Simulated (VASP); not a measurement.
Consider the following.

```xyz
1
Lattice="0.0000 3.1624 3.1624 3.1624 0.0000 3.1624 3.1624 3.1624 0.0000" Properties=species:S:1:pos:R:3 pbc="T T T"
Ba     0.0000     0.0000     0.0000
```

Calculation: r2SCAN meta-GGA, VASP's PBE PAW potentials (set 64) (plane waves; VASP). Numerical set-up: 400 eV cut-off, 9×9×9 Γ-centred mesh, first-order Methfessel-Paxton smearing of 0.10 eV, potentials Ba_sv.

Energy and stress use the plane-wave basis of the starting cell.

Problem. The ions, cell shape and volume are relaxed. Predict the relaxed structure.

Solution. 
```xyz
1
Lattice="0.0000 3.2223 3.2223 3.2223 0.0000 3.2223 3.2223 3.2223 0.0000" Properties=species:S:1:pos:R:3 pbc="T T T"
Ba     0.0000     0.0000     0.0000
```
Space group Fm-3m (225), at a tolerance of 0.03 Å.

Problem. How do energy and volume change from the first to the last step?

Solution. The energy (σ→0) changes by -4.1 meV/atom and the volume by +5.8 %, in 3 ionic steps.

| step | E(σ→0) (eV) | max force (eV/Å) | pressure (GPa) | volume (Å³) |
|---|---|---|---|---|
| 1 | -26.3901 | 0.000 | 0.42 | 63.25 |
| 2 | -26.3930 | 0.000 | 0.22 | 64.78 |
| 3 | -26.3942 | 0.000 | -0.02 | 66.92 |

The structure was generated: Ba was put into the fcc type (Fm-3m), which need not be its known phase. This run relaxes it. Symmetry was kept, so distortions that lower it aren't found.
